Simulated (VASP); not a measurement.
Given:

```yaml
crystal:
  lattice:
    - [3.78800, 0.00000, 0.00000]
    - [0.00000, 3.78800, 0.00000]
    - [0.00000, 0.00000, 5.94200]
  atoms:
    - { symbol: As, position: [0.00000, 0.50000, 0.70900] }
    - { symbol: As, position: [0.50000, 0.00000, 0.29100] }
    - { symbol: Cu, position: [0.00000, 0.00000, 0.00000] }
    - { symbol: Cu, position: [0.50000, 0.50000, 0.00000] }
    - { symbol: Cu, position: [0.00000, 0.50000, 0.30300] }
    - { symbol: Cu, position: [0.50000, 0.00000, 0.69700] }
```

Computed with PBEsol GGA, VASP's PBE PAW potentials (set 64) (plane waves; VASP). Settings: 300 eV cut-off, 7×7×5 Γ-centred mesh, Fermi-Dirac smearing of 0.14 eV, potentials As Cu.

### Question
Give the energies of bands 17 to 30 at the high-symmetry points, in eV from the Fermi level.

### Answer

```json
[
 {"band": "17", "Γ": "-2.89", "X": "-2.88", "M": "-3.16", "Z": "-3.12", "R": "-2.99", "A": "-2.89"},
 {"band": "18", "Γ": "-2.62", "X": "-2.88", "M": "-3.16", "Z": "-3.04", "R": "-2.99", "A": "-2.89"},
 {"band": "19", "Γ": "-2.57", "X": "-2.85", "M": "-2.88", "Z": "-2.77", "R": "-2.64", "A": "-2.64"},
 {"band": "20", "Γ": "-2.44", "X": "-2.85", "M": "-2.88", "Z": "-2.58", "R": "-2.64", "A": "-2.64"},
 {"band": "21", "Γ": "-2.44", "X": "-2.51", "M": "-2.44", "Z": "-2.35", "R": "-2.43", "A": "-2.48"},
 {"band": "22", "Γ": "-2.41", "X": "-2.51", "M": "-2.44", "Z": "-2.25", "R": "-2.43", "A": "-2.48"},
 {"band": "23", "Γ": "-2.31", "X": "-2.03", "M": "-2.24", "Z": "-2.19", "R": "-2.33", "A": "-2.43"},
 {"band": "24", "Γ": "-2.31", "X": "-2.03", "M": "-2.24", "Z": "-1.48", "R": "-2.33", "A": "-2.43"},
 {"band": "25", "Γ": "-2.19", "X": "-1.60", "M": "-1.98", "Z": "-0.85", "R": "0.44", "A": "-2.29"},
 {"band": "26", "Γ": "-0.83", "X": "-1.60", "M": "-1.98", "Z": "-0.85", "R": "0.44", "A": "-2.29"},
 {"band": "27", "Γ": "0.69", "X": "1.01", "M": "-1.95", "Z": "-0.26", "R": "1.37", "A": "-1.61"},
 {"band": "28", "Γ": "0.90", "X": "1.01", "M": "-1.95", "Z": "-0.26", "R": "1.37", "A": "-1.61"},
 {"band": "29", "Γ": "0.90", "X": "3.34", "M": "0.03", "Z": "1.92", "R": "1.39", "A": "3.05"},
 {"band": "30", "Γ": "2.57", "X": "3.34", "M": "0.03", "Z": "2.43", "R": "1.39", "A": "3.05"}
]
```

It has no gap at this level: it comes out as a metal or semimetal.

The structure comes from a measured Cu2As entry of the Crystallography Open Database, whose conditions weren't checked. The cell was not relaxed at this level.
